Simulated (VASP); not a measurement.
Input:

```
CELL_PARAMETERS angstrom
      5.22000     2.61000     2.61000
      2.61000     5.22000     2.61000
      2.61000     2.61000     5.22000
ATOMIC_POSITIONS crystal
  Mn 0.00000 0.00000 0.00000
  Mn 0.50000 0.50000 0.50000
  S  0.25000 0.25000 0.25000
  S  0.75000 0.75000 0.75000
```
Starting moments (μB, in the order of the record's atoms Mn Mn S S): 5.0 -5.0 0.0 0.0.

Computed with PBE GGA, VASP's PBE PAW potentials (set 64) (plane waves; VASP). Settings: 400 eV cut-off, 8×8×8 Γ-centred mesh, Gaussian smearing of 0.050 eV, potentials Mn_pv S.

### Question
Give the stress tensor in GPa (positive for a compressed cell).

### Answer

```
-4.09  -0.22  -0.22
-0.22  -4.09  -0.22
-0.22  -0.22  -4.09
```
The pressure is its mean diagonal, -4.09 GPa.

The compound is MnS in the rock salt, AFM-II order structure. The cell was not relaxed at this level. The run is one of a series of settings (KPOINTS 8×8×8 Γ-centred mesh against the base run), some of them coarse on purpose.
